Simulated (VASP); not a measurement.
Computed with PBE GGA, VASP's PBE PAW potentials (set 64) (plane waves; VASP).

VASP ran on this input.

**POSCAR**
```
FeAl
1
    2.9682000000     0.0000000000     0.0000000000
    0.0000000000     2.9682000000     0.0000000000
    0.0000000000     0.0000000000     2.9682000000
Al Fe
1 1
Direct
  0.5000000000   0.5000000000   0.5000000000
  0.0000000000   0.0000000000   0.0000000000
```

**INCAR**
```
ALGO = Normal
EDIFF = 1E-6
ENCUT = 500
GGA = PE
ISIF = 2
ISMEAR = 1
LASPH = .True.
LCHARG = .False.
LMAXMIX = 4
LREAL = .False.
LWAVE = .False.
NELM = 100
PREC = Accurate
SIGMA = 0.1
SYSTEM = FeAl
```

File KPOINTS:
```
Automatic mesh
0
Gamma
11 11 11
0 0 0
```

POTCAR, in this order: Al Fe (PBE.64 set). Program: vasp_std.

Output of the run:

### OSZICAR
```
       N       E                     dE             d eps       ncg     rms          rms(c)
DAV:   1     0.303347623196E+02    0.30335E+02   -0.47654E+03  1008   0.115E+03
DAV:   2    -0.131873094606E+02   -0.43522E+02   -0.41840E+02  1017   0.173E+02
DAV:   3    -0.144011202066E+02   -0.12138E+01   -0.11796E+01  1157   0.387E+01
DAV:   4    -0.144280069625E+02   -0.26887E-01   -0.26860E-01  1280   0.530E+00
DAV:   5    -0.144286986666E+02   -0.69170E-03   -0.69166E-03  1237   0.762E-01    0.132E+01
DAV:   6    -0.174428700370E+02   -0.30142E+01   -0.86547E+01  1148   0.139E+02    0.213E+01
DAV:   7    -0.125145564653E+02    0.49283E+01   -0.44781E+01  1122   0.872E+01    0.252E+00
DAV:   8    -0.124956974205E+02    0.18859E-01   -0.23081E-01  1048   0.533E+00    0.157E+00
DAV:   9    -0.124810573495E+02    0.14640E-01   -0.47880E-02  1194   0.337E+00    0.419E-01
DAV:  10    -0.124805068098E+02    0.55054E-03   -0.10648E-03  1262   0.368E-01    0.136E-01
DAV:  11    -0.124804977169E+02    0.90929E-05   -0.29241E-05  1338   0.621E-02    0.238E-02
DAV:  12    -0.124804960326E+02    0.16843E-05   -0.50297E-06  1105   0.257E-02    0.454E-03
DAV:  13    -0.124804957762E+02    0.25637E-06   -0.37595E-07   528   0.626E-03
   1 F= -.12480496E+02 E0= -.12480466E+02  d E =-.884645E-04
```

File OUTCAR:
```
------------------------ aborting loop because EDIFF is reached ----------------------------------------
  FORCE on cell =-STRESS in cart. coord.  units (eV):
  Direction    XX          YY          ZZ          XY          YZ          ZX
  --------------------------------------------------------------------------------------
  Total       -2.4204222     -2.4204222     -2.4204222     -0.0000000     -0.0000000     -0.0000000
  in kB     -148.2935366   -148.2935366   -148.2935366     -0.0000000     -0.0000000     -0.0000000
  external PRESSURE =    -148.2935366 kB  Pullay stress =       0.0000000 kB
  volume of cell :       26.15
      direct lattice vectors                 reciprocal lattice vectors
     2.968200000  0.000000000  0.000000000     0.336904521  0.000000000  0.000000000
     0.000000000  2.968200000  0.000000000     0.000000000  0.336904521  0.000000000
     0.000000000  0.000000000  2.968200000     0.000000000  0.000000000  0.336904521
 POSITION                                       TOTAL-FORCE (eV/Angst)
 -----------------------------------------------------------------------------------
      1.48410      1.48410      1.48410         0.000000      0.000000      0.000000
      0.00000      0.00000      0.00000         0.000000      0.000000      0.000000
 -----------------------------------------------------------------------------------
    total drift:                                0.000000      0.000000      0.000000
  FREE ENERGIE OF THE ION-ELECTRON SYSTEM (eV)
  ---------------------------------------------------
  free  energy   TOTEN  =       -12.4804957762 eV

  energy  without entropy=      -12.4804073117  energy(sigma->0) =      -12.48046629
```
(Selected blocks of OUTCAR.)

The compound is FeAl in the CsCl type structure. The cell was not relaxed at this level. The run is one of a series of settings (ENCUT = 500 against the base run), some of them coarse on purpose. The run is not spin-polarised, so no magnetic state was tried. The electron count is odd and the run is not spin-polarised, which forces a metal.
